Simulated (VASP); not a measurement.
```
MgI2
1.0
    2.12079    -3.67331     0.00000
    2.12079     3.67331     0.00000
    0.00000     0.00000     6.99037
Mg I
1 2
Direct
  0.00000   0.00000   0.00000
  0.33333   0.66667   0.24416
  0.66667   0.33333   0.75584
```

Method: optB86b-vdW, VASP's PBE PAW potentials (set 64) (plane waves; VASP 6.6.1). Settings: 520 eV cut-off, 6×6×4 Γ-centred mesh, Gaussian smearing of 0.050 eV, potentials Mg I.

Question: The ions and cell shape at fixed volume are relaxed. What does this cell relax into?

Answer: 
```
MgI2
1.0
    2.09857    -3.63483     0.00000
    2.09857     3.63483     0.00000
    0.00000     0.00000     7.13917
Mg I
1 2
Cartesian
  0.00000   0.00000   0.00000
  2.09857   1.21161   1.67582
  2.09857  -1.21161   5.46335
```
Space group P-3m1 (164), at a tolerance of 0.03 Å.

Question: How much energy does the relaxation gain?

Answer: The energy (σ→0) changes by -5.6 meV/atom, in 6 ionic steps.

```
step  E(σ→0) (eV)  max force (eV/Å)  pressure (GPa)  volume (Å³)
----  -----------  ----------------  --------------  -----------
1         -2.6159             0.237           -1.63       108.91
2         -2.6209             0.186           -1.49       108.91
3         -2.6290             0.030           -1.06       108.91
4         -2.6294             0.017           -0.92       108.91
5         -2.6317             0.010           -0.84       108.91
6         -2.6326             0.002           -0.75       108.91
```

The compound is MgI2 in the 1T layered structure. This cell is one point of a volume scan, at 1.06 of the reference volume. Symmetry was kept, so distortions that lower it aren't found.
